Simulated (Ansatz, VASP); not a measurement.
## ZrInBr3 in VASP and in Ansatz

Contents of INCAR:

```
SYSTEM = ZrInBr3
ALGO = Normal ; EDIFF = 1E-6
ENCUT = 520 ; GGA = PE
ISIF = 2 ; ISMEAR = 0
LASPH = .TRUE. ; LCHARG = .FALSE.
LREAL = .FALSE. ; LWAVE = .FALSE.
NBANDS = 31 ; NELM = 80
PREC = Accurate ; SIGMA = 0.1
```

Contents of KPOINTS:

```
k-points
0
G
  4 4 4
  0 0 0
```

Contents of POSCAR:

```
ZrInBr3
1.0
    4.9887756700      0.0000000000      0.0000000000
    0.0000000000      4.9887756700      0.0000000000
    0.0000000000      0.0000000000      4.9887756700
Zr In Br
1 1 3
Direct
    0.0000000000      0.0000000000      0.0000000000
    0.5000000000      0.5000000000      0.5000000000
    0.0000000000      0.5000000000      0.5000000000
    0.5000000000      0.0000000000      0.5000000000
    0.5000000000      0.5000000000      0.0000000000
```

Input for Ansatz:

```yaml
crystal:
  lattice:
    - [4.98877567, 0.0, 0.0]
    - [0.0, 4.98877567, 0.0]
    - [0.0, 0.0, 4.98877567]
  atoms:
    - { symbol: Zr, position: [0.0, 0.0, 0.0] }
    - { symbol: In, position: [0.5, 0.5, 0.5] }
    - { symbol: Br, position: [0.0, 0.5, 0.5] }
    - { symbol: Br, position: [0.5, 0.0, 0.5] }
    - { symbol: Br, position: [0.5, 0.5, 0.0] }
basis:
  ecutwfc: 420
kpoints:
  mp_grid: { grid: [4, 4, 4] }
hamiltonian:
  xc: pbe
scf:
  occupations: { method: gaussian, width: 0.1 }
  lower_state_search: "off"
output:
  forces: true
  stress: true
  eigenvalues: true
```

Change from the starting cell: species swapped into the RbHgF3 type (Pm-3m, No. 221).

Alike in both runs: task single point; functional PBE; k mesh 4 × 4 × 4; occupations gaussian, width 0.1 eV; no spin polarisation.

```csv
,VASP,Ansatz
version,VASP 6.6.1,Ansatz 0.2.0
potentials or method,"VASP PAW PBE potentials, release 64 (Zr_sv, In_d, Br)","scalar-relativistic, plane waves, PAW"
plane-wave cutoff (eV),520,420
valence electrons in the cell,46,46
```

```csv
,VASP,Ansatz,Ansatz less VASP
gap on the k mesh at the Fermi level (eV),none,none,-
pressure (GPa),15.8,15.8,-0.01
```

A gap of «none» marks a metal or a gap that the smearing closes.

Caveats: so large a pressure means that the cell lies far from this level's equilibrium, or that cutoff or potentials fall short (VASP).
